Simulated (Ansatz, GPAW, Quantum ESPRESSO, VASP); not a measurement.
## Code comparison for OsRu₃ (P6_3/mmc, 8 atoms in the cell)

Self-consistent single point.

```yaml
crystal:
  lattice:
    - [5.43042, 0.00000, 0.00000]
    - [-2.71521, 4.70288, 0.00000]
    - [0.00000, 0.00000, 4.29098]
  atoms:
    - { symbol: Ru, position: [0.83256, 0.16744, 0.75000] }
    - { symbol: Ru, position: [0.16744, 0.83256, 0.25000] }
    - { symbol: Ru, position: [0.66512, 0.83256, 0.25000] }
    - { symbol: Ru, position: [0.33488, 0.16744, 0.75000] }
    - { symbol: Ru, position: [0.83256, 0.66512, 0.75000] }
    - { symbol: Ru, position: [0.16744, 0.33488, 0.25000] }
    - { symbol: Os, position: [0.66667, 0.33333, 0.25000] }
    - { symbol: Os, position: [0.33333, 0.66667, 0.75000] }
```

All programs got the same cell, k-point mesh and kind of occupations (in Ansatz's words: kpoints.mp_grid.grid = 4 4 5; scf.occupations.method = fermi_dirac; scf.occupations.width = 0.136 eV); potentials, basis and cutoffs are each program's usual ones.

| code | model | pressure (GPa) | largest force (eV/Å) | cutoff |
|---|---|---|---|---|
| Ansatz | PBEsol, PAW files made with PBE | -6.48 | 0.055 | default |
| GPAW | PBEsol, GPAW PAW datasets PBEsol (made by gpaw-setup) | -7.40 | 0.038 | 600 eV |
| VASP | PBEsol, VASP's PBE PAW potentials (set 64) | -7.07 | 0.075 | 300 eV |
| Quantum ESPRESSO | PBEsol, GBRV 1.5 ultrasoft (PBESOL) pseudopotentials | -6.72 | 0.055 | 40 Ry |

The spread over the programs that give each value: pressure within 0.92 GPa; largest force within 0.037 eV/Å.

The starting cell comes from a database of computed structures (which also holds hypothetical and non-ambient phases and stackings), without a prior relaxation at this level. On Ansatz's run: Spin-orbit coupling is off. Spin polarisation is off. In the base run, with a pressure of about -6 GPa the cell is away from its equilibrium volume at this level.

Q: Why do the programs differ, and what cannot be compared?

A: Differences of this kind can come from the potentials, where these differ, and from what each basis and cutoff leave unconverged. The valence holds different numbers of electrons (Ansatz (a quantum-chemistry and plane-wave program) 128, GPAW 124, VASP 100, Quantum ESPRESSO 128). The zero of total energies and Fermi levels follows the potentials and each program's conventions, so they are not compared here. Ansatz's pressure is given at a fixed set of plane waves, as the other plane-wave codes print theirs; with its correction for the finite basis it is -6.26 GPa (the shift of 0.22 GPa shows how far the cutoff is from converged).

VASP's run is marked for a possible Pulay error in its stress at this cutoff; no cutoff test was made.

Left out of this page: ABINIT, FLEUR and SIESTA (not drawn, or without a comparable value).

Keys are those of Ansatz 0.2.
